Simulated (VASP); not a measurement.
MoSi₂ (MoSi2 type): the lattice constant a from VASP (plane waves, PAW) at several levels of theory. Static lattice.  The measured value holds thermal and zero-point effects that the static calculation lacks.

| level | lattice constant a (Å) | error against measurement |
|---|---|---|
| LDA | 3.177 | -0.9 % |
| PBE | 3.218 | +0.4 % |
| PBEsol | 3.192 | -0.4 % |

Measured: 3.205 Å (as given by Orest Pavlosiuk et al., Physical Review B (2022), arXiv:2202.05362).

The cell of the LDA run:

```yaml
crystal:
  lattice:
    - [-1.58857, 1.58857, 3.89349]
    - [1.58857, -1.58857, 3.89349]
    - [1.58857, 1.58857, -3.89349]
  atoms:
    - { symbol: Si, position: [0.66480, 0.66480, 0.00000] }
    - { symbol: Si, position: [0.33520, 0.33520, 0.00000] }
    - { symbol: Mo, position: [0.00000, 0.00000, 0.00000] }
```

Only levels that ran to the end are used. Left out are those held back, those with too coarse a band path, GW runs whose mesh misses a band edge, hybrids' fits of cells that aren't cubic and levels without matching references; a question may draw on a part of the rest.

The compound is MoSi2 in the MoSi2 type structure.
